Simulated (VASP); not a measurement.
A convergence study with VASP on K2S (antifluorite): one setting is varied, all else stays as given below, so the limit is that of these other settings. Each run relaxes cell and ions from the cell shown. The basis is that of the starting cell, so low cut-offs carry a Pulay error.

```xyz
3
Lattice="0.0000 3.7050 3.7050 3.7050 0.0000 3.7050 3.7050 3.7050 0.0000" Properties=species:S:1:pos:R:3 pbc="T T T"
K      1.8525     1.8525     1.8525
K      5.5575     5.5575     5.5575
S      0.0000     0.0000     0.0000
```

Method: PBE GGA, VASP's PBE PAW potentials (set 64) (plane waves; VASP). The tightest run used: 700 eV cut-off, 4×4×4 Γ-centred mesh, Gaussian smearing of 0.050 eV, potentials K_sv S.

Gaps are read on the run's mesh, which can miss a band edge.

| setting | relaxed volume (Å³/atom) | E (eV/atom) | gap on the mesh (eV) | plane waves |
|---|---|---|---|---|
| ENCUT = 150 | 26.597 | -3.6267 | 3.095 | 444 |
| ENCUT = 200 | 31.950 | -3.1500 | 2.535 | 656 |
| ENCUT = 300 | 34.286 | -3.1389 | 2.348 | 1243 |
| ENCUT = 350 | 34.583 | -3.1397 | 2.326 | 1540 |

Q: These are the cheaper rows. Estimate the results at ENCUT = 700, and how far the last row shown lies from them.

A: 
| quantity | tightest run | last row shown is off by |
|---|---|---|
| relaxed volume (Å³/atom) | 34.765 | -0.182 |
| E (eV/atom) | -3.1403 | 0.0006 |
| gap on the mesh (eV) | 2.312 | 0.014 |

Left out are rungs that failed or repeat a setting and relaxations that didn't move; long series are thinned to 24 rows.

The compound is K2S in the antifluorite structure.
